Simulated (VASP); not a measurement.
Given:

```xyz
7
Lattice="5.9060 0.0000 -0.0607 0.0000 3.4651 0.0000 -1.5228 0.0000 6.7489" Properties=species:S:1:pos:R:3 pbc="T T T"
Cr    -0.7614     1.7325     3.3745
Cr     2.1916     0.0000     3.3441
Hg     2.9530     0.0000    -0.0304
S      4.1648     0.0000     2.0801
S      0.2183     0.0000     4.6080
S      1.2081     1.7325     2.0491
S      3.1750     1.7325     4.6391
```

Level of theory: PBEsol GGA, VASP's PBE PAW potentials (set 64) (plane waves; VASP). Settings: 400 eV cut-off, Gaussian smearing of 0.050 eV, potentials Cr_pv Hg S.

The run has a spin-polarised start.

Task: Give the spin-up energies of bands 25 to 38 at the high-symmetry points, in eV from the Fermi level.

Result: 
```tsv
band	Γ	Z	D	B	A	E	C2	Y2
25	-2.08	-2.84	-2.92	-1.59	-2.39	-2.13	-2.70	-2.08
26	-1.40	-2.76	-2.11	-1.55	-2.30	-1.90	-2.33	-1.87
27	-1.31	-2.01	-1.85	-1.41	-2.07	-1.82	-1.90	-1.50
28	-1.25	-0.98	-1.00	-1.24	-1.06	-1.57	-1.25	-0.98
29	-0.84	-0.95	-0.98	-0.75	-0.96	-1.37	-1.15	-0.89
30	-0.74	-0.85	-0.76	-0.51	-0.31	-0.96	-0.94	-0.35
31	-0.49	-0.50	-0.55	-0.47	-0.09	-0.71	-0.71	-0.25
32	-0.37	-0.28	-0.50	-0.32	-0.08	-0.56	-0.52	-0.23
33	-0.34	0.05	-0.44	-0.21	0.04	-0.44	-0.43	-0.15
34	0.95	0.32	0.42	1.87	0.15	0.77	0.28	1.31
35	2.39	1.16	1.65	2.05	1.34	1.61	2.38	1.71
36	2.61	1.65	1.67	2.27	2.19	1.82	2.50	1.93
37	2.75	1.79	2.31	2.55	2.46	2.40	2.51	2.35
38	2.75	2.51	2.37	2.72	3.10	2.50	2.71	2.55
```

Task: Give the spin-down energies of bands 25 to 38 at the high-symmetry points, in eV from the Fermi level.

Result: 
| band | Γ | Z | D | B | A | E | C2 | Y2 |
|---|---|---|---|---|---|---|---|---|
| 25 | -1.24 | -2.58 | -2.39 | -1.53 | -1.95 | -2.02 | -2.35 | -1.29 |
| 26 | -0.96 | -2.41 | -1.76 | -0.31 | -1.59 | -1.82 | -2.22 | -1.24 |
| 27 | -0.36 | -1.60 | -1.69 | -0.20 | -1.25 | -1.74 | -1.81 | -0.91 |
| 28 | -0.33 | 1.10 | 0.86 | 0.52 | -0.19 | 0.36 | 0.87 | 0.66 |
| 29 | 1.04 | 1.29 | 1.27 | 1.02 | 1.22 | 0.47 | 0.91 | 1.02 |
| 30 | 1.08 | 1.56 | 1.42 | 1.19 | 1.43 | 0.89 | 1.25 | 1.48 |
| 31 | 1.31 | 1.82 | 1.53 | 1.88 | 1.94 | 1.76 | 1.76 | 1.85 |
| 32 | 2.09 | 1.97 | 1.76 | 2.06 | 2.10 | 2.04 | 2.15 | 1.90 |
| 33 | 2.25 | 2.01 | 2.19 | 2.25 | 2.37 | 2.08 | 2.25 | 2.11 |
| 34 | 2.39 | 2.24 | 2.20 | 2.29 | 2.41 | 2.25 | 2.39 | 2.56 |
| 35 | 3.56 | 2.31 | 2.89 | 3.23 | 2.56 | 2.34 | 2.84 | 2.92 |
| 36 | 3.77 | 2.94 | 3.03 | 3.27 | 3.21 | 3.25 | 3.55 | 2.94 |
| 37 | 3.82 | 3.03 | 3.15 | 3.63 | 3.49 | 3.54 | 3.71 | 3.32 |
| 38 | 3.82 | 3.75 | 3.61 | 3.79 | 4.10 | 3.81 | 3.79 | 3.55 |

It has no gap at this level: it comes out as a metal or semimetal.

The structure comes from a computed database's Cr2HgS4 entry (P2/m); how it stands against other phases isn't given here. It was relaxed first, which changed the volume by -5 %.
